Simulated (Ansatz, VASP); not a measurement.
**One calculation of MgH5W, two programs**

```xyz
7
Lattice="2.8878 0.0000 0.0000 0.0000 2.8878 0.0000 0.0000 0.0000 6.4195" Properties=species:S:1:pos:R:3 pbc="T T T"
Mg    1.4439    1.4439    0.0000
H     0.0000    1.4439    1.9966
H     0.0000    1.4439    4.4229
H     1.4439    0.0000    1.9966
H     1.4439    0.0000    4.4229
H     0.0000    0.0000    0.0000
W     0.0000    0.0000    3.2098
```

Change from the starting cell: species swapped into the TlPd5Se type (P4/mmm, No. 123).

Alike in both runs: functional PBE; k mesh 6 × 6 × 4; occupations gaussian, width 0.1 eV; no spin polarisation.

Ansatz relaxed the structure, and its values are those at the end. VASP's run is a single point on that final structure, the one shown.

```csv
,VASP,Ansatz
version,VASP 6.6.1,Ansatz 0.2.0
potentials or method,"VASP PAW PBE potentials, release 64 (Mg, H, W_sv)","scalar-relativistic, plane waves, PAW"
plane-wave cutoff (eV),520,420
valence electrons in the cell,21,29
```

VASP gave:

| Quantity | Value |
| --- | --- |
| gap on the k mesh at the Fermi level (eV) | none |
| pressure (GPa) | -0.2 |
| rms of the force components (eV/Å) | 0.003 |

**Question.** Estimate Ansatz's values.

**Answer.** gap on the k mesh at the Fermi level (eV): none; pressure (GPa): -0.1; rms of the force components (eV/Å): 0.002.

A gap of «none» marks a metal or a gap that the smearing closes. The functional is the same, so the differences come from potentials, cutoffs and numerics. The two sets of potentials don't hold the same shells in valence.

Caveats: the k mesh is coarse (spacing up to 0.36 Å⁻¹), so the values aren't converged. Spin-orbit coupling is left out, which matters for the levels of W.
